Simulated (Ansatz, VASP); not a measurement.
**HfGe in VASP and in Ansatz**

```xyz
2
Lattice="3.1981 0.0000 0.0000 0.0000 3.1981 0.0000 0.0000 0.0000 4.0809" Properties=species:S:1:pos:R:3 pbc="T T T"
Hf    1.5990    1.5990    0.0000
Ge    0.0000    0.0000    0.0000
```

Change from the starting cell: volume scaled by 0.98.

Alike in both runs: task single point; functional PBE; k mesh 8 × 8 × 7; occupations fermi-dirac, width 0.05 eV; no spin polarisation.

|  | VASP | Ansatz |
| --- | --- | --- |
| version | VASP 6.6.1 | Ansatz 0.2.0 |
| potentials or method | VASP PAW PBE potentials, release 64 (Hf_pv, Ge_d), cutoff 520 eV | all-electron LAPW, scalar-relativistic |

Ansatz gave:

* gap on the k mesh at the Fermi level (eV): none
* pressure (GPa): 66.2
* largest component of the traceless stress (GPa): 68.13

Problem. What did VASP give for the same quantities?

Solution. gap on the k mesh at the Fermi level (eV): none; pressure (GPa): 66.3; largest component of the traceless stress (GPa): 68.19.

A gap of «none» marks a metal or a gap that the smearing closes. Ansatz ran all-electron here, so the differences hold the error of VASP's frozen core and of both bases.

Caveats: the cell as given lies far from equilibrium (VASP); so large a pressure means that the cell lies far from this level's equilibrium, or that cutoff or potentials fall short (VASP). Spin-orbit coupling is left out, which matters for the levels of Hf.
